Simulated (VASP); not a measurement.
# YbB2 (P6/mmm) in VASP: a series of runs

Runs on YbB2. Level: r2SCAN. Tasks: single point.

Everything below comes from runs of VASP 6.6.1. Logs are shortened: lines on timing, memory, paths and dates and some standing lists are left out, and cuts for length are marked.

## 1. The crystal as given

Symmetry: P6/mmm, No. 191, hexagonal system. Conventional cell: a = 3.250 Å, b = 3.250 Å, c = 3.732 Å, α = 90.00°, β = 90.00°, γ = 120.00°. Around Yb (site symmetry 6/mmm) lie 12 B at 2.65 Å. B (site symmetry -6m2) has 3 B at 1.88 Å as nearest neighbours.

## 2. Single point, r2SCAN, collinear spin, ferromagnetic start

The input, INCAR:

```
ADDGRID = False
ALGO = Normal
EDIFF = 1E-6
ENCUT = 350
ISIF = 2
ISMEAR = -1
ISPIN = 2
LASPH = True
LCHARG = False
LMAXMIX = 6
LMIXTAU = True
LORBIT = 11
LREAL = False
LWAVE = False
MAGMOM = 1 0 0
METAGGA = R2SCAN
NBANDS = 26
NELM = 100
PREC = Accurate
SIGMA = 0.15
```

The input, KPOINTS:

```
k-points
0
Gamma
  5 5 4
```

The input, POSCAR:

```
YbB2
1.0
    3.2503000000      0.0000000000      0.0000000000
   -1.6251500000      2.8148423699      0.0000000000
    0.0000000000      0.0000000000      3.7315000000
Yb B
1 2
Direct
    0.0000000000      0.0000000000      0.0000000000
    0.6666666667      0.3333333333      0.5000000000
    0.3333333333      0.6666666667      0.5000000000
```

Potentials or basis: VASP PAW PBE potentials, release 64 (Yb, B).

Command:

```sh
$ cat potpaw_PBE.64/Yb/POTCAR potpaw_PBE.64/B/POTCAR > POTCAR
$ mpirun -np 1 vasp_std > vasp.out
```

OUTCAR:

```text
EDIFF = 1E-6
   ENCUT = 350
   ISIF = 2
   ISMEAR = -1
   ISPIN = 2
   LASPH = True
   LORBIT = 11
   LREAL = False
   METAGGA = R2SCAN
   NELM = 100
   PREC = Accurate

 Found     15 irreducible k-points:

 Following reciprocal coordinates:
            Coordinates               Weight
  0.000000  0.000000  0.000000      1.000000
  0.200000  0.000000  0.000000      6.000000
  0.400000  0.000000  0.000000      6.000000
  0.200000  0.200000  0.000000      6.000000
  0.400000  0.200000  0.000000      6.000000
  0.000000  0.000000  0.250000      2.000000
   k-points           NKPTS =     15   k-points in BZ     NKDIM =     15   number of bands    NBANDS=     26
   number of dos      NEDOS =    301   number of ions     NIONS =      3
   total plane-waves  NPLWV =   9600
   dimension x,y,z NGX =    20 NGY =   20 NGZ =   24
   dimension x,y,z NGXF=    40 NGYF=   40 NGZF=   48
   ions per type =               1   2
   NGX,Y,Z   is equivalent  to a cutoff of  10.23, 10.23, 10.69 a.u.
   NGXF,Y,Z  is equivalent  to a cutoff of  20.46, 20.46, 21.38 a.u.
 SYSTEM =  unknown system
   PREC   = accura    normal or accurate (medium, high low for compatibility)
   ISTART =      0    job   : 0-new  1-cont  2-samecut
   ICHARG =      2    charge: 1-file 2-atom 10-const
   ISPIN  =      2    spin polarized calculation?
   LNONCOLLINEAR =      F non collinear calculations
   LSORBIT =      F    spin-orbit coupling
   LASPH  =      T    aspherical Exc in radial PAW
   ENCUT  =  350.0 eV  25.72 Ry    5.07 a.u.   4.96  4.96  5.69*2*pi/ulx,y,z
   NELM   =    100;   NELMIN=  2; NELMDL= -5     # of ELM steps
   EDIFF  = 0.1E-05   stopping-criterion for ELM
   LREAL  =      F    real-space projection
   EDIFFG = 0.1E-04   stopping-criterion for IOM
   NSW    =      0    number of steps for IOM
   IBRION =     -1    ionic relax: 0-MD 1-quasi-New 2-CG
   NFREE  =      0    steps in history (QN), initial steepest desc. (CG)
   ISIF   =      2    stress and relaxation
   ISYM   =      2    0-nonsym 1-usesym 2-fastsym
   POTIM  = 0.5000    time-step for ionic-motion
   TEBEG  =    0.0;   TEEND  =   0.0 temperature during run
   PSTRESS=    0.0 pullay stress
   NELECT =      30.0000    total number of electrons
   NUPDOWN=      -1.0000    fix difference up-down
   EMIN   =  10.00;   EMAX   =-10.00  energy-range for DOS
   EFERMI =   0.00;   METHOD = LEGACY
   ISMEAR =    -1;   SIGMA  =   0.15  broadening in eV -4-tet -1-fermi 0-gaus
   EFERMI_NEDOS =   21; number of points for ismear=-14 and -15
   IALGO  =     38    algorithm
   IMIX   =      4    mixing-type and parameters
     AMIX     =   0.40;   BMIX     =  1.00
     AMIX_MAG =   1.60;   BMIX_MAG =  1.00
  volume/ion in A,a.u.               =      11.38        76.80
  Fermi-wavevector in a.u.,A,eV,Ry     =   1.568056  2.963196 33.454003  2.458800
  Thomas-Fermi vector in A             =   2.670144
   LORBIT       =     11    0 simple, 1 ext, 2 COOP (PROOUT), +10 PAW based schemes
   METAGGA = R2SCAN    functional components
   LHFCALC =     F    Hartree Fock is set to
   AEXX    =    0.0000 exact exchange contribution
   IVDW    =     0    specifies the selected vdW correction
   LEPSILON=     F    determine dielectric tensor
   LRPA    =     F    only Hartree local field effects (RPA)
 spin polarized calculation
  energy-cutoff  :      350.00
  volume of cell :       34.14
 maximum number of plane-waves:       527
 NGX is ok and might be reduce to    20
   NGX =  9   NGY =  9   NGZ = 11

 number of electron      29.9999994 magnetization       0.0698884

 number of electron      29.9999994 magnetization      -0.5020954

 Free energy of the ion-electron system (eV)
  ---------------------------------------------------
  ext. energy  EPLUGINS =         0.00000000
  ---------------------------------------------------
  free energy    TOTEN  =       -51.79215491 eV

  energy without entropy =      -51.52839327  energy(sigma->0) =      -51.66027409

 E-fermi :   4.1267     XC(G=0): -13.1555

 val. band max:        4.0982876001   @ k =   0.0000   0.0000   0.0000
 cond. band min:       4.1453893594   @ k =   0.4000   0.0000   0.5000
 fundamental gap:      0.0471017592
 Fermi energy:         4.1266539691

 spin component 1

 k-point     1 :       0.0000    0.0000    0.0000
  band No.  band energies     occupation
      1     -48.5334      1.00000
      2     -20.1602      1.00000
      3     -19.7334      1.00000
      4     -19.7332      1.00000
      5      -7.7051      1.00000
      6       2.4716      0.99998
[... 18 lines left out ...]
     25      15.0565      0.00000
     26      21.7821      0.00000

 k-point     2 :       0.2000    0.0000    0.0000
  band No.  band energies     occupation
      1     -48.5107      1.00000
      2     -20.0959      1.00000
      3     -20.0789      1.00000
      4     -19.8070      1.00000
      5      -6.8953      1.00000
      6       1.2426      1.00000
[... 18 lines left out ...]
     25      16.7576      0.00000
     26      23.6371      0.00000

 k-point     3 :       0.4000    0.0000    0.0000
  band No.  band energies     occupation
      1     -48.4739      1.00000
      2     -20.5915      1.00000
      3     -19.9903      1.00000
      4     -19.9236      1.00000
      5      -4.8287      1.00000
      6      -1.9842      1.00000
[... 18 lines left out ...]
     25      18.8643      0.00000
     26      22.1506      0.00000

 k-point     4 :       0.2000    0.2000    0.0000
  band No.  band energies     occupation
      1     -48.4810      1.00000
      2     -20.4127      1.00000
      3     -20.0108      1.00000
      4     -19.9953      1.00000
      5      -5.4600      1.00000
      6      -0.5337      1.00000
[... 18 lines left out ...]
     25      17.9660      0.00000
     26      22.6298      0.00000

 k-point     5 :       0.4000    0.2000    0.0000
  band No.  band energies     occupation
      1     -48.4625      1.00000
      2     -20.5628      1.00000
      3     -20.1582      1.00000
      4     -19.9575      1.00000
      5      -3.1694      1.00000
      6      -2.9055      1.00000
[... 18 lines left out ...]
     25      18.9424      0.00000
     26      20.0862      0.00000

 k-point     6 :       0.0000    0.0000    0.2500
  band No.  band energies     occupation
      1     -48.5301      1.00000
      2     -20.3185      1.00000
      3     -19.7237      1.00000
      4     -19.7235      1.00000
      5      -6.8932      1.00000
      6       0.1526      1.00000
[... 18 lines left out ...]
     25      16.8848      0.00000
     26      21.0256      0.00000

 [... further k-points ...]

 spin component 2

 k-point     1 :       0.0000    0.0000    0.0000
  band No.  band energies     occupation
      1     -48.7854      1.00000
      2     -20.3455      1.00000
      3     -19.8801      1.00000
      4     -19.8799      1.00000
      5      -7.7284      1.00000
      6       2.0316      1.00000
[... 18 lines left out ...]
     25      14.9896      0.00000
     26      21.7391      0.00000

 k-point     2 :       0.2000    0.0000    0.0000
  band No.  band energies     occupation
      1     -48.7632      1.00000
      2     -20.2827      1.00000
      3     -20.2206      1.00000
      4     -19.9528      1.00000
      5      -6.9204      1.00000
      6       1.2067      1.00000
[... 18 lines left out ...]
     25      16.6947      0.00000
     26      23.5934      0.00000

 k-point     3 :       0.4000    0.0000    0.0000
  band No.  band energies     occupation
      1     -48.7271      1.00000
      2     -20.7263      1.00000
      3     -20.1796      1.00000
      4     -20.0680      1.00000
      5      -4.8546      1.00000
      6      -2.0091      1.00000
[... 18 lines left out ...]
     25      18.8354      0.00000
     26      22.0905      0.00000

 k-point     4 :       0.2000    0.2000    0.0000
  band No.  band energies     occupation
      1     -48.7341      1.00000
      2     -20.5499      1.00000
      3     -20.1996      1.00000
      4     -20.1386      1.00000
      5      -5.4863      1.00000
      6      -0.5595      1.00000
[... 18 lines left out ...]
     25      17.9416      0.00000
     26      22.5616      0.00000

 k-point     5 :       0.4000    0.2000    0.0000
  band No.  band energies     occupation
      1     -48.7160      1.00000
      2     -20.6981      1.00000
      3     -20.2992      1.00000
      4     -20.1476      1.00000
      5      -3.1984      1.00000
      6      -2.9288      1.00000
[... 18 lines left out ...]
     25      18.8804      0.00000
     26      20.0279      0.00000

 k-point     6 :       0.0000    0.0000    0.2500
  band No.  band energies     occupation
      1     -48.7822      1.00000
      2     -20.4993      1.00000
      3     -19.8706      1.00000
      4     -19.8704      1.00000
      5      -6.9237      1.00000
      6       0.0955      1.00000
[... 18 lines left out ...]
     25      16.8143      0.00000
     26      20.9652      0.00000

 [... further k-points ...]
[... 5 lines left out ...]
  --------------------------------------------------------------------------------------
  -------------------------------------------------------------------------------------
  Total       -0.3192257     -0.3192257      1.4782684      0.0000000     -0.0000000      0.0000000
  in kB      -14.9812296    -14.9812296     69.3749849      0.0000000     -0.0000000      0.0000000
  external PRESSURE =      13.1375086 kB  Pullay stress =       0.0000000 kB

 VOLUME and BASIS-vectors are now :
 -----------------------------------------------------------------------------
  energy-cutoff  :      350.00
  volume of cell :       34.14
      direct lattice vectors                 reciprocal lattice vectors
     3.250300000  0.000000000  0.000000000     0.307663908  0.177629840  0.000000000
    -1.625150000  2.814842370  0.000000000     0.000000000  0.355259680  0.000000000
     0.000000000  0.000000000  3.731500000     0.000000000  0.000000000  0.267988744

 POSITION                                       TOTAL-FORCE (eV/Angst)
 -----------------------------------------------------------------------------------
      0.00000      0.00000      0.00000         0.000000      0.000000      0.000000
      1.62515      0.93828      1.86575        -0.000000      0.000000      0.000000
     -0.00000      1.87656      1.86575         0.000000     -0.000000      0.000000
 -----------------------------------------------------------------------------------
    total drift:                               -0.000000      0.000000      0.000000

  FREE ENERGIE OF THE ION-ELECTRON SYSTEM (eV)
  ---------------------------------------------------
  free  energy   TOTEN  =       -51.7921549109 eV

  energy  without entropy=      -51.5283932729  energy(sigma->0) =      -51.66027409

 total charge

# of ion       s       p       d       f       tot
--------------------------------------------------
    1        2.158   6.118   0.598  13.324  22.197
    2        0.683   1.168   0.000   0.000   1.851
    3        0.683   1.168   0.000   0.000   1.851
--------------------------------------------------
tot          3.524   8.454   0.598  13.324  25.900

 magnetization (x)

# of ion       s       p       d       f       tot
--------------------------------------------------
    1       -0.001   0.005  -0.004  -0.471  -0.471
    2        0.000  -0.005   0.000   0.000  -0.005
    3        0.000  -0.005   0.000   0.000  -0.005
--------------------------------------------------
tot         -0.000  -0.006  -0.004  -0.471  -0.481
```

It took 1.7 min on 1 thread of Intel Xeon 6975P-C (Granite Rapids), shared host; peak memory 0.16 GiB.

The run converged, but some of its settings lie outside the range that counts as converged, so its numbers aren't taken as properties of the crystal.

What came out:

| Property | Result |
| --- | --- |
| Free energy | -51.7922 eV |
| Band gap on the k mesh | none (metal or under the smearing width) |
| Net moment | -0.50 μB per cell |
| Site moments | Yb -0.47; B -0.01 μB |
| Valence electrons inside the program's atomic spheres | Yb 22.20; B 1.85 |

Caveat: the k mesh is coarse (spacing up to 0.45 Å⁻¹), so the values aren't converged; the cutoff is under 1.25 times the usual one of these potentials, so pressure, stress and relaxed cells hold a basis-set (Pulay) error; the PAW data sets were made with another functional, which shifts forces and pressure a little; spin-orbit coupling is left out, which moves the levels of the heavy elements; without U or exact exchange the open f shell lies at the Fermi level, which spoils levels, moments and volumes.

## 3. Single point, r2SCAN, collinear spin, ferromagnetic start

INCAR: that of step 2 with these lines changed.

```diff
@@ -3,3 +3,3 @@
 EDIFF = 1E-6
-ENCUT = 350
+ENCUT = 400
 ISIF = 2
```

KPOINTS is that of step 2.

POSCAR is that of step 2.

Potentials or basis: VASP PAW PBE potentials, release 64 (Yb, B).

Command:

```sh
$ cat potpaw_PBE.64/Yb/POTCAR potpaw_PBE.64/B/POTCAR > POTCAR
$ mpirun -np 1 vasp_std > vasp.out
```

Wall time 98 s (1 thread of Intel Xeon 6975P-C (Granite Rapids), shared host); peak memory 0.17 GiB.

The run converged, but some of its settings lie outside the range that counts as converged, so its numbers aren't taken as properties of the crystal.

What came out:

```
Free energy                                           : -51.8009 eV
Pressure                                              : 2.0 GPa
Band gap on the k mesh                                : none (metal or under the smearing width)
Net moment                                            : -0.51 μB per cell
Site moments                                          : Yb -0.48; B -0.01 μB
Valence electrons inside the program's atomic spheres : Yb 22.20; B 1.85
```

Caveat: the k mesh is coarse (spacing up to 0.45 Å⁻¹), so the values aren't converged; the cutoff is under 1.25 times the usual one of these potentials, so pressure, stress and relaxed cells hold a basis-set (Pulay) error; the PAW data sets were made with another functional, which shifts forces and pressure a little; spin-orbit coupling is left out, which moves the levels of the heavy elements; without U or exact exchange the open f shell lies at the Fermi level, which spoils levels, moments and volumes.

## 4. For comparison

An earlier run on the cell as given: functional PBE; potentials or basis VASP PAW PBE potentials, release 64 (Yb, B); cutoff 520 eV; k mesh 9 × 9 × 7; occupations fermi-dirac, width 0.05 eV; collinear spin, ferromagnetic start; starting moments [1.0, 0.0, 0.0] μB.

* Pressure: 2.7 GPa
* Band gap on the k mesh: none (metal or under the smearing width)
* Net moment: 0.00 μB per cell
* Valence electrons inside the program's atomic spheres: Yb 22.37; B 1.83
